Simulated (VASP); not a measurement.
Method: LDA (Ceperley-Alder, Perdew-Zunger), VASP's LDA PAW potentials (set 64) (plane waves; VASP).

VASP input:

### INCAR
```
ALGO = Normal
EDIFF = 1E-6
EDIFFG = -0.01
ENCUT = 520
IBRION = 2
ISIF = 3
ISMEAR = 1
LASPH = .True.
LCHARG = .False.
LREAL = .False.
LWAVE = .False.
NELM = 100
NSW = 60
PREC = Accurate
SIGMA = 0.1
SYSTEM = Be
```

POSCAR:
```
Be
1.0
  1.1158981055  -1.9327920533   0.0000000000
  1.1158981055   1.9327920533   0.0000000000
  0.0000000000   0.0000000000   3.5090639752
Be
2
Cartesian
  1.1158981055   0.6442653063   0.8772659938
  1.1158981055  -0.6442653063   2.6317979814
```

File KPOINTS:
```
kpoints
0
gamma
  17 17 9
```

POTCAR, in this order: Be (LDA.64 set). Program: vasp_std.

The resulting files:

**OSZICAR**
```
       N       E                     dE             d eps       ncg     rms          rms(c)
DAV:   1    -0.387268779769E+01   -0.38727E+01   -0.18990E+03  2034   0.559E+02
DAV:   2    -0.844825292744E+01   -0.45756E+01   -0.44818E+01  2880   0.520E+01
DAV:   3    -0.847187375742E+01   -0.23621E-01   -0.23613E-01  2562   0.410E+00
DAV:   4    -0.847188156466E+01   -0.78072E-05   -0.78068E-05  2874   0.755E-02
DAV:   5    -0.847188156660E+01   -0.19471E-08   -0.26455E-08  2460   0.694E-04    0.128E+00
DAV:   6    -0.843275778729E+01    0.39124E-01   -0.28079E-03  2250   0.505E-01    0.770E-01
DAV:   7    -0.841478836511E+01    0.17969E-01   -0.46436E-03  2250   0.632E-01    0.201E-02
DAV:   8    -0.841477993000E+01    0.84351E-05   -0.11253E-05  3012   0.388E-02    0.534E-03
DAV:   9    -0.841477887431E+01    0.10557E-05   -0.56100E-07  2034   0.838E-03    0.498E-04
DAV:  10    -0.841477886577E+01    0.85420E-08   -0.53392E-09  1422   0.872E-04
   1 F= -.84147789E+01 E0= -.84148189E+01  d E =-.841478E+01
       N       E                     dE             d eps       ncg     rms          rms(c)
DAV:   1    -0.841479830634E+01   -0.19432E-04   -0.11262E-04  2514   0.898E-02    0.430E-03
DAV:   2    -0.841479798670E+01    0.31963E-06   -0.31992E-07  2172   0.534E-03
   2 F= -.84147980E+01 E0= -.84148403E+01  d E =-.191209E-04
```

File OUTCAR:
```
------------------------ aborting loop because EDIFF is reached ----------------------------------------
  FORCE on cell =-STRESS in cart. coord.  units (eV):
  Direction    XX          YY          ZZ          XY          YZ          ZX
  --------------------------------------------------------------------------------------
  Total        0.0037845      0.0037845     -0.0004107      0.0000000      0.0000000      0.0000000
  in kB        0.4000807      0.4000806     -0.0434172      0.0000000      0.0000000      0.0000000
  external PRESSURE =       0.2522480 kB  Pullay stress =       0.0000000 kB
  volume of cell :       15.16
      direct lattice vectors                 reciprocal lattice vectors
     1.116604766 -1.934016026  0.000000000     0.447786016 -0.258529399  0.000000000
     1.116604766  1.934016026 -0.000000000     0.447786016  0.258529399  0.000000000
    -0.000000000 -0.000000000  3.509006910     0.000000000  0.000000000  0.284980915
 POSITION                                       TOTAL-FORCE (eV/Angst)
 -----------------------------------------------------------------------------------
      1.11660      0.64467      0.87725        -0.000000      0.000000      0.000000
      1.11660     -0.64467      2.63176         0.000000     -0.000000      0.000000
 -----------------------------------------------------------------------------------
    total drift:                                0.000000     -0.000002      0.000004
  FREE ENERGIE OF THE ION-ELECTRON SYSTEM (eV)
  ---------------------------------------------------
  free  energy   TOTEN  =        -8.4147979867 eV

  energy  without entropy=       -8.4149249604  energy(sigma->0) =       -8.41484031

 reached required accuracy - stopping structural energy minimisation
```
(Selected blocks of OUTCAR.)

**CONTCAR**
```
Be
   1.00000000000000
     1.1166047664642760   -1.9340160256870422    0.0000000000000000
     1.1166047664642760    1.9340160256870422   -0.0000000000000000
    -0.0000000000000000   -0.0000000000000000    3.5090069100285723
  Be
     2
Direct
     0.3333330000000032    0.6666669999999968    0.2500000000000000
     0.6666669999999968    0.3333330000000032    0.7500000000000000
```

The compound is Be in the hcp structure. This run relaxes it. Symmetry was kept, so distortions that lower it aren't found. The start is the result of an earlier pass.
